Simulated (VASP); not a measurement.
Level of theory: optB86b-vdW, VASP's PBE PAW potentials (set 64) (plane waves; VASP).

VASP input:

KPOINTS:
```
Automatic mesh
0
gamma
 13 13 12
```

### INCAR
```
AGGAC = 0.0
ALGO = Normal
EDIFF = 1E-6
EDIFFG = -0.01
ENCUT = 520
GGA = MK
IBRION = 2
ISIF = 3
ISMEAR = 1
LASPH = .TRUE.
LCHARG = .FALSE.
LMAXMIX = 6
LREAL = .FALSE.
LUSE_VDW = .TRUE.
LWAVE = .FALSE.
NELM = 100
NSW = 60
PARAM1 = 0.1234
PARAM2 = 1.0
PREC = Accurate
SIGMA = 0.1
SYSTEM = WC
```

POSCAR:
```
WC
1
    1.4550000000    -2.5201340000     0.0000000000
    1.4550000000     2.5201340000     0.0000000000
    0.0000000000     0.0000000000     2.8400000000
W C
1 1
Direct
  0.0000000000   0.0000000000   0.0000000000
  0.3333330000   0.6666670000   0.5000000000
```

POTCAR, in this order: W_sv C (PBE.64 set). Program: vasp_std.

Output

**OSZICAR**
```
       N       E                     dE             d eps       ncg     rms          rms(c)
DAV:   1     0.113268796722E+03    0.11327E+03   -0.98361E+03  3822   0.154E+03
DAV:   2    -0.178403277168E+02   -0.13111E+03   -0.12766E+03  4402   0.380E+02
DAV:   3    -0.216969614009E+02   -0.38566E+01   -0.38237E+01  4570   0.607E+01
DAV:   4    -0.217333844110E+02   -0.36423E-01   -0.36393E-01  4232   0.624E+00
DAV:   5    -0.217337015093E+02   -0.31710E-03   -0.31707E-03  4557   0.591E-01    0.321E+01
DAV:   6    -0.187791316312E+02    0.29546E+01   -0.95752E+00  4312   0.316E+01    0.843E+00
DAV:   7    -0.187114039266E+02    0.67728E-01   -0.42405E-01  4007   0.593E+00    0.614E+00
DAV:   8    -0.186875191076E+02    0.23885E-01   -0.67870E-02  4242   0.252E+00    0.878E-01
DAV:   9    -0.186865383690E+02    0.98074E-03   -0.33076E-03  4087   0.468E-01    0.144E-01
DAV:  10    -0.186865323364E+02    0.60327E-05   -0.30403E-04  4467   0.231E-01    0.708E-02
DAV:  11    -0.186865314085E+02    0.92789E-06   -0.19212E-05  4197   0.420E-02    0.114E-02
DAV:  12    -0.186865303665E+02    0.10420E-05   -0.55490E-06  4127   0.234E-02    0.301E-03
DAV:  13    -0.186865303901E+02   -0.23630E-07   -0.11210E-07  1986   0.347E-03
   1 F= -.18686530E+02 E0= -.18686418E+02  d E =-.186865E+02
       N       E                     dE             d eps       ncg     rms          rms(c)
DAV:   1    -0.187465023738E+02   -0.59972E-01   -0.15873E+00  3887   0.186E+01    0.361E+00
DAV:   2    -0.186909476252E+02    0.55555E-01   -0.14641E-01  3922   0.478E+00    0.719E-01
DAV:   3    -0.186826529992E+02    0.82946E-02   -0.16316E-02  4092   0.110E+00    0.250E-01
DAV:   4    -0.186812107413E+02    0.14423E-02   -0.44001E-03  4197   0.763E-01    0.294E-01
DAV:   5    -0.186812367236E+02   -0.25982E-04   -0.27265E-04  4282   0.192E-01    0.246E-02
DAV:   6    -0.186812205521E+02    0.16172E-04   -0.49730E-05  4347   0.548E-02    0.302E-03
DAV:   7    -0.186812207797E+02   -0.22768E-06   -0.25181E-06  3736   0.149E-02
   2 F= -.18681221E+02 E0= -.18681071E+02  d E =0.530961E-02
       N       E                     dE             d eps       ncg     rms          rms(c)
DAV:   1    -0.187217944207E+02   -0.40574E-01   -0.83360E-01  3887   0.133E+01    0.269E+00
DAV:   2    -0.186925268714E+02    0.29268E-01   -0.71731E-02  3917   0.347E+00    0.525E-01
DAV:   3    -0.186880874239E+02    0.44394E-02   -0.82407E-03  4122   0.817E-01    0.183E-01
DAV:   4    -0.186873539441E+02    0.73348E-03   -0.21444E-03  4207   0.534E-01    0.227E-01
DAV:   5    -0.186873727832E+02   -0.18839E-04   -0.14199E-04  4297   0.139E-01    0.168E-02
DAV:   6    -0.186873666072E+02    0.61759E-05   -0.24031E-05  4327   0.389E-02    0.198E-03
DAV:   7    -0.186873663739E+02    0.23327E-06   -0.93309E-07  2153   0.101E-02
   3 F= -.18687366E+02 E0= -.18687242E+02  d E =-.835984E-03
       N       E                     dE             d eps       ncg     rms          rms(c)
DAV:   1    -0.186874535335E+02   -0.86926E-04   -0.30252E-03  3832   0.662E-01    0.461E-02
DAV:   2    -0.186873903057E+02    0.63228E-04   -0.12442E-04  4077   0.111E-01    0.247E-02
DAV:   3    -0.186873673715E+02    0.22934E-04   -0.56809E-05  4147   0.693E-02    0.968E-03
DAV:   4    -0.186873673196E+02    0.51863E-07   -0.15396E-06  3107   0.132E-02
   4 F= -.18687367E+02 E0= -.18687251E+02  d E =-.945685E-06
       N       E                     dE             d eps       ncg     rms          rms(c)
DAV:   1    -0.186873930884E+02   -0.25717E-04   -0.70367E-04  3832   0.320E-01    0.219E-02
DAV:   2    -0.186873787208E+02    0.14368E-04   -0.28845E-05  4072   0.533E-02    0.117E-02
DAV:   3    -0.186873735915E+02    0.51293E-05   -0.12727E-05  4152   0.327E-02    0.461E-03
DAV:   4    -0.186873735952E+02   -0.37039E-08   -0.33268E-07  2161   0.623E-03
   5 F= -.18687374E+02 E0= -.18687254E+02  d E =-.722122E-05
```

**OUTCAR**
```
------------------------ aborting loop because EDIFF is reached ----------------------------------------
  FORCE on cell =-STRESS in cart. coord.  units (eV):
  Direction    XX          YY          ZZ          XY          YZ          ZX
  --------------------------------------------------------------------------------------
  Total       -0.0010842     -0.0010842     -0.0015497      0.0000000      0.0000000      0.0000000
  in kB       -0.0829212     -0.0829212     -0.1185265      0.0000000      0.0000000      0.0000000
  external PRESSURE =      -0.0947896 kB  Pullay stress =       0.0000000 kB
  volume of cell :       20.95
      direct lattice vectors                 reciprocal lattice vectors
     1.458064544 -2.525441947 -0.000000000     0.342920347 -0.197985149  0.000000000
     1.458064544  2.525441947  0.000000000     0.342920347  0.197985149  0.000000000
    -0.000000000 -0.000000000  2.844446540     0.000000000 -0.000000000  0.351562241
 POSITION                                       TOTAL-FORCE (eV/Angst)
 -----------------------------------------------------------------------------------
      0.00000      0.00000      0.00000        -0.000000     -0.000000     -0.000000
      1.45806      0.84182      1.42222         0.000000      0.000000      0.000000
 -----------------------------------------------------------------------------------
    total drift:                                0.000000     -0.000388      0.000000
  FREE ENERGIE OF THE ION-ELECTRON SYSTEM (eV)
  ---------------------------------------------------
  free  energy   TOTEN  =       -18.6873735952 eV

  energy  without entropy=      -18.6870135076  energy(sigma->0) =      -18.68725357

 reached required accuracy - stopping structural energy minimisation
```
(Selected blocks of OUTCAR.)

File CONTCAR:
```
WC
   1.00000000000000
     1.4580645442825144   -2.5254419468733227   -0.0000000000000000
     1.4580645442825144    2.5254419468733227    0.0000000000000000
    -0.0000000000000000   -0.0000000000000000    2.8444465401295154
  W               C
     1     1
Direct
     0.0000000000000000    0.0000000000000000    0.0000000000000000
     0.3333330000000032    0.6666669999999968    0.5000000000000000
```

The compound is WC in the wc structure. This run relaxes it. Symmetry was kept, so distortions that lower it aren't found.
